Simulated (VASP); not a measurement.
All values below come from r2SCAN+rVV10, VASP's PBE PAW potentials (set 64) (plane waves; VASP).

The input files of a VASP run:

**KPOINTS**
```
Regular mesh
0
G
6 6 6
```

INCAR:
```
ALGO=Normal
BPARAM=11.95
CPARAM=0.0093
EDIFF=1E-7
ENCUT=520
ISIF=2
ISMEAR=0
LASPH=.True.
LCHARG=.False.
LMAXMIX=6
LMIXTAU=.True.
LREAL=.False.
LUSE_VDW=.True.
LWAVE=.False.
METAGGA=R2SCAN
NELM=100
PREC=Accurate
SIGMA=0.05
SYSTEM=KTaO3
```

File POSCAR:
```
KTaO3
1.0
  4.0274972815   0.0000000000   0.0000000000
  0.0000000000   4.0274972815   0.0000000000
  0.0000000000   0.0000000000   4.0274972815
K Ta O
1 1 3
direct
  0.0000000000   0.0000000000   0.0000000000
  0.5000000000   0.5000000000   0.5000000000
  0.5000000000   0.0000000000   0.5000000000
  0.0000000000   0.5000000000   0.5000000000
  0.5000000000   0.5000000000   0.0000000000
```

POTCAR, in this order: K_sv Ta_pv O (PBE.64 set). Program: vasp_std.

The run wrote:

**OUTCAR**
```
 ion  position               nearest neighbor table
   1  0.000  0.000  0.000-   3 2.85   4 2.85   5 2.85   3 2.85   4 2.85   4 2.85   5 2.85   4 2.85
                             3 2.85   5 2.85   3 2.85   5 2.85   2 3.49   2 3.49   2 3.49   2 3.49
   2  0.500  0.500  0.500-   3 2.01   4 2.01   5 2.01   5 2.01   3 2.01   4 2.01   1 3.49   1 3.49
                             1 3.49   1 3.49   1 3.49   1 3.49   1 3.49   1 3.49
   3  0.500  0.000  0.500-   2 2.01   2 2.01   1 2.85   1 2.85   1 2.85   1 2.85
   4  0.000  0.500  0.500-   2 2.01   2 2.01   1 2.85   1 2.85   1 2.85   1 2.85
   5  0.500  0.500  0.000-   2 2.01   2 2.01   1 2.85   1 2.85   1 2.85   1 2.85
  LATTYP: Found a simple cubic cell.
 ALAT       =     4.0274972815
 Subroutine PRICEL returns:
 Original cell was already a primitive cell.
 Subroutine GETGRP returns: Found 48 space group operations
The static configuration has the point symmetry O_h .
The dynamic configuration has the point symmetry O_h .
 Subroutine INISYM returns: Found 48 space group operations
 Subroutine IBZKPT returns following result:
 Found     20 irreducible k-points:

 Following reciprocal coordinates:
            Coordinates               Weight
  0.000000  0.000000  0.000000      1.000000
  0.166667  0.000000  0.000000      6.000000
  0.333333  0.000000  0.000000      6.000000
  0.500000  0.000000  0.000000      3.000000
...
```

**OSZICAR**
```
       N       E                     dE             d eps       ncg     rms          rms(c)
DAV:   1     0.287672091753E+03    0.28767E+03   -0.22320E+04   920   0.172E+03
DAV:   2    -0.876214495190E+02   -0.37529E+03   -0.36956E+03  1147   0.466E+02
DAV:   3    -0.105685252549E+03   -0.18064E+02   -0.18030E+02  1158   0.101E+02
DAV:   4    -0.106212866103E+03   -0.52761E+00   -0.52718E+00  1697   0.145E+01
DAV:   5    -0.106215304072E+03   -0.24380E-02   -0.24379E-02  1144   0.963E-01    0.347E+01
DAV:   6    -0.872935703637E+02    0.18922E+02   -0.29508E+01  1184   0.440E+01    0.131E+01
DAV:   7    -0.856716623292E+02    0.16219E+01   -0.19516E+00  1345   0.119E+01    0.683E+00
DAV:   8    -0.895997959903E+02   -0.39281E+01   -0.10479E+00  1360   0.104E+01    0.974E-01
DAV:   9    -0.857770277289E+02    0.38228E+01   -0.70654E-01  1198   0.766E+00    0.444E-01
DAV:  10    -0.860245754633E+02   -0.24755E+00   -0.65937E-02  1391   0.215E+00    0.363E-01
DAV:  11    -0.860136162639E+02    0.10959E-01   -0.10597E-03  1294   0.274E-01    0.332E-01
DAV:  12    -0.861633550699E+02   -0.14974E+00   -0.54075E-02  1011   0.245E+00    0.778E-02
DAV:  13    -0.861663370489E+02   -0.29820E-02   -0.25931E-03  1388   0.439E-01    0.763E-02
DAV:  14    -0.861663082934E+02    0.28756E-04   -0.24741E-04  1195   0.147E-01    0.119E-01
DAV:  15    -0.861668510594E+02   -0.54277E-03   -0.99155E-04  1152   0.268E-01    0.481E-02
DAV:  16    -0.861674207816E+02   -0.56972E-03   -0.63224E-04  1004   0.272E-01    0.103E-02
DAV:  17    -0.861674964733E+02   -0.75692E-04   -0.53562E-05  1152   0.748E-02    0.115E-02
DAV:  18    -0.861675018715E+02   -0.53982E-05   -0.13394E-05  1299   0.387E-02    0.478E-03
DAV:  19    -0.861674984231E+02    0.34484E-05   -0.55490E-06  1095   0.260E-02    0.246E-03
DAV:  20    -0.861675059628E+02   -0.75397E-05   -0.39178E-06  1205   0.224E-02    0.267E-03
DAV:  21    -0.861675062188E+02   -0.25607E-06   -0.27107E-07  1070   0.519E-03    0.127E-03
DAV:  22    -0.861675062500E+02   -0.31166E-07   -0.68219E-08   705   0.235E-03
   1 F= -.86167506E+02 E0= -.86167506E+02  d E =-.295699E-22
```

File OUTCAR:
```
------------------------ aborting loop because EDIFF is reached ----------------------------------------
  FORCE on cell =-STRESS in cart. coord.  units (eV):
  Direction    XX          YY          ZZ          XY          YZ          ZX
  --------------------------------------------------------------------------------------
  Total       -2.4116292     -2.4116292     -2.4116292      0.0000000     -0.0000000      0.0000000
  in kB      -59.1446347    -59.1446347    -59.1446347      0.0000000     -0.0000000      0.0000000
  external PRESSURE =     -59.1446347 kB  Pullay stress =       0.0000000 kB
  volume of cell :       65.33
      direct lattice vectors                 reciprocal lattice vectors
     4.027497281  0.000000000  0.000000000     0.248293153  0.000000000  0.000000000
     0.000000000  4.027497281  0.000000000     0.000000000  0.248293153  0.000000000
     0.000000000  0.000000000  4.027497281     0.000000000  0.000000000  0.248293153
 POSITION                                       TOTAL-FORCE (eV/Angst)
 -----------------------------------------------------------------------------------
      0.00000      0.00000      0.00000         0.000000      0.000000      0.000000
      2.01375      2.01375      2.01375         0.000000      0.000000      0.000000
      2.01375      0.00000      2.01375         0.000000      0.000000      0.000000
      0.00000      2.01375      2.01375         0.000000      0.000000      0.000000
      2.01375      2.01375      0.00000         0.000000      0.000000      0.000000
 -----------------------------------------------------------------------------------
    total drift:                                0.000000      0.000000     -0.000000
  FREE ENERGIE OF THE ION-ELECTRON SYSTEM (eV)
  ---------------------------------------------------
  free  energy   TOTEN  =       -86.1675062500 eV

  energy  without entropy=      -86.1675062500  energy(sigma->0) =      -86.16750625
```
(Selected blocks of OUTCAR.)

The compound is KTaO3 in the cubic perovskite structure. This cell is one point of a volume scan, at 1.03 of the reference volume.
